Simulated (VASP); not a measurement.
OSZICAR of a VASP run on SnTe2 (space group R-3m):

**OSZICAR**
```
       N       E                     dE             d eps       ncg     rms          rms(c)
DAV:   1     0.174998447952E+03    0.17500E+03   -0.84681E+03  1302   0.111E+03
DAV:   2     0.111893927827E+02   -0.16381E+03   -0.15843E+03  1402   0.300E+02
DAV:   3    -0.959166268028E+01   -0.20781E+02   -0.20262E+02  1582   0.122E+02
DAV:   4    -0.104905462285E+02   -0.89888E+00   -0.89178E+00  1494   0.275E+01
DAV:   5    -0.105241285829E+02   -0.33582E-01   -0.33566E-01  1922   0.503E+00    0.788E+00
DAV:   6    -0.104460486050E+02    0.78080E-01   -0.12866E-01  1652   0.441E+00    0.517E+00
DAV:   7    -0.104364401438E+02    0.96085E-02   -0.45968E-02  1544   0.150E+00    0.251E+00
DAV:   8    -0.104367494207E+02   -0.30928E-03   -0.68815E-03  1636   0.546E-01    0.351E-01
DAV:   9    -0.104362497899E+02    0.49963E-03   -0.19554E-03  1542   0.471E-01    0.206E-01
DAV:  10    -0.104363836559E+02   -0.13387E-03   -0.35561E-04  1472   0.107E-01    0.623E-02
DAV:  11    -0.104364040804E+02   -0.20425E-04   -0.24803E-05  1560   0.424E-02    0.292E-02
DAV:  12    -0.104364069040E+02   -0.28236E-05   -0.23719E-06  1264   0.109E-02    0.925E-03
DAV:  13    -0.104364130958E+02   -0.61918E-05   -0.81602E-06  1208   0.171E-02    0.343E-03
DAV:  14    -0.104364133481E+02   -0.25232E-06   -0.11035E-07   876   0.302E-03
   1 F= -.10436413E+02 E0= -.10432730E+02  d E =-.736596E-02  mag=    -0.0000    -0.0000     0.0000
```

Q: Which electronic solver shows in the log?

A: It is blocked Davidson (ALGO = Normal, or the opening steps of other solvers). The INCAR had ALGO = Normal.

Q: How was spin treated?

A: With non-collinear spinors: mag has three components.

Q: Can the final energy be trusted as converged?

A: The calculation finished and met its thresholds. It stopped with EDIFF = 1E-6, NELM = 100 (PBE GGA with spin-orbit coupling, plane waves, VASP's PBE PAW potentials (set 64)).

The structure was generated: SnTe2 was put into an ordered model structure, which need not be its known phase. The cell was not relaxed at this level. The k-mesh is coarse (spacing up to 0.35 per Å, 2π included), so the numbers may not be converged in it. The run is one of a series of settings (GGA_COMPAT = .FALSE., LNONCOLLINEAR = .TRUE., LSORBIT = .TRUE., MAGMOM = 0.0 0.0 0.0 0.0 0.0 0.0 0.0 0.0 0.0, program vasp_ncl against the base run), some of them coarse on purpose.
